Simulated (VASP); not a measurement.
Write the native input for VASP 6.6.1 that does the following.

```yaml
Task: single point
Functional: PBEsol
Potentials_or_basis: VASP PAW PBE potentials, release 64 (Ag)
Cutoff: 520 eV
k_mesh: 18 × 18 × 18
Occupations: gaussian, width 0.1 eV
Spin: no spin polarisation
Further_INCAR_settings: ALGO = Normal; EDIFF = 1e-07; NBANDS = 12
```

The structure of Ag lies in POSCAR:

```
Ag
1.0
    0.0000000000      2.0675000000      2.0675000000
    2.0675000000      0.0000000000      2.0675000000
    2.0675000000      2.0675000000      0.0000000000
Ag
1
Direct
    0.0000000000      0.0000000000      0.0000000000
```

These files were run (other wordings do the same):

INCAR

```
SYSTEM = Ag
ALGO = Normal
EDIFF = 1E-7
ENCUT = 520
GGA = PS
ISIF = 2
ISMEAR = 0
LASPH = .TRUE.
LCHARG = .FALSE.
LREAL = .FALSE.
LWAVE = .FALSE.
NBANDS = 12
NELM = 100
PREC = Accurate
SIGMA = 0.1
```

KPOINTS

```
k-points
0
G
  18 18 18
  0 0 0
```

Potentials or basis: VASP PAW PBE potentials, release 64 (Ag).

Run with:

```bash
$ cat potpaw_PBE.64/Ag/POTCAR > POTCAR
$ mpirun -np 1 vasp_std > vasp.out
```

It gave:

| Property | Result |
| --- | --- |
| Pressure | -6.1 GPa |
| Band gap on the k mesh | none (metal or under the smearing width) |

Caveat: the PAW data sets were made with another functional, which shifts forces and pressure a little.

It took 18 s on 1 thread of AMD EPYC 9R45 96-Core Processor (Zen 5), on a shared host, peak memory 0.14 GiB.
